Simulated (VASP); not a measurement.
Given:

```
KNa3Cl4
1.0
    5.90725     0.00000     0.00000
    0.00000     5.90725     0.00000
    0.00000     0.00000     5.90725
Na Cl K
3 4 1
Direct
  0.00000   0.00000   0.00000
  0.50000   0.50000   0.00000
  0.50000   0.00000   0.50000
  0.50000   0.50000   0.50000
  0.00000   0.00000   0.50000
  0.00000   0.50000   0.00000
  0.50000   0.00000   0.00000
  0.00000   0.50000   0.50000
```

All values below come from PBE GGA, VASP's PBE PAW potentials (set 64) (plane waves; VASP 6.6.1). Run with 400 eV cut-off, 4×4×4 Γ-centred mesh, Gaussian smearing of 0.050 eV, potentials Na_pv Cl K_sv.

Task: Predict the energy per atom (σ→0), band gap (on the k-mesh) with the smallest direct gap where there is one.

Result: 
```yaml
band gap (on the k-mesh): 4.73 eV
smallest direct gap (on the k-mesh): 4.73 eV
energy per atom (σ→0): -3.352 eV/atom
```

Only differences to runs with the same potentials and settings are physical.

The structure was generated: KNa3Cl4 was put into an ordered model structure (Pm-3m), which need not be its known phase. It was relaxed first, which changed the volume by +6 %.
